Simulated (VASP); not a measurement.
Calculation: LDA (Ceperley-Alder, Perdew-Zunger), VASP's LDA PAW potentials (set 64) (plane waves; VASP 6.6.1).

Input for VASP

**INCAR**
```
! general
SYSTEM  = HfB2
PREC    = Accurate
ENCUT   = 320
LREAL   = .False.   ! projection in real space or not
LASPH   = .True.   ! aspherical one-centre terms

! electronic loop
EDIFF   = 1E-6   ! SCF stop (eV)
NELM    = 100   ! most electronic steps
ALGO    = Normal   ! blocked Davidson
LMAXMIX = 6   ! l cut-off of mixed one-centre charges

! smearing
ISMEAR  = 0
SIGMA   = 0.136

! ions
ISIF    = 2   ! forces and stress, cell fixed

! output
LWAVE   = .False.
LCHARG  = .False.
```

POSCAR:
```
HfB2
1
    3.1627540000     0.0000000000     0.0000000000
   -1.5813770000     2.7390250000     0.0000000000
    0.0000000000     0.0000000000     3.5126100000
Hf B
1 2
Direct
  0.0000000000   0.0000000000   0.0000000000
  0.3333330000   0.6666670000   0.5000000000
  0.6666670000   0.3333330000   0.5000000000
```

### KPOINTS
```
Automatic mesh
0
gamma
2 2 2
0.5 0.5 0.5
```

POTCAR, in this order: Hf_pv B (LDA.64 set). Program: vasp_std.

At this cut-off the stress carries a Pulay error, which pulls relaxed volumes low.

Task: Predict the energy per atom (σ→0), pressure.

Result: 
The energy per atom (σ→0) comes out as -9.735 eV/atom and the pressure is -16.27 GPa.

File OSZICAR:
```
...
DAV:   7    -0.292517228461E+02    0.64215E-01   -0.11066E+00    64   0.748E+00    0.121E+01
DAV:   8    -0.292071118431E+02    0.44611E-01   -0.28605E-01    60   0.368E+00    0.125E+00
DAV:   9    -0.292045412474E+02    0.25706E-02   -0.20829E-02    52   0.107E+00    0.311E-01
DAV:  10    -0.292044470604E+02    0.94187E-04   -0.74451E-04    64   0.224E-01    0.288E-01
DAV:  11    -0.292044511326E+02   -0.40722E-05   -0.43259E-05    56   0.547E-02    0.115E-01
DAV:  12    -0.292044486896E+02    0.24430E-05   -0.55787E-06    52   0.199E-02    0.305E-02
DAV:  13    -0.292044487152E+02   -0.25656E-07   -0.23454E-07    36   0.452E-03
   1 F= -.29204449E+02 E0= -.29204449E+02  d E =-.133758E-10
```

The structure comes from a computed database's HfB2 entry; how it stands against other phases isn't given here. The cell was not relaxed at this level. The k-mesh is coarse (spacing up to 1.15 per Å, 2π included), so the numbers may not be converged in it. The run is one of a series of settings (ENCUT = 320, GGA removed, ISMEAR = 0, SIGMA = 0.136, KPOINTS 2×2×2 Γ-centred mesh shifted by (0.5, 0.5, 0.5), POTCAR Hf_pv B (LDA.64 set) against the base run), some of them coarse on purpose.
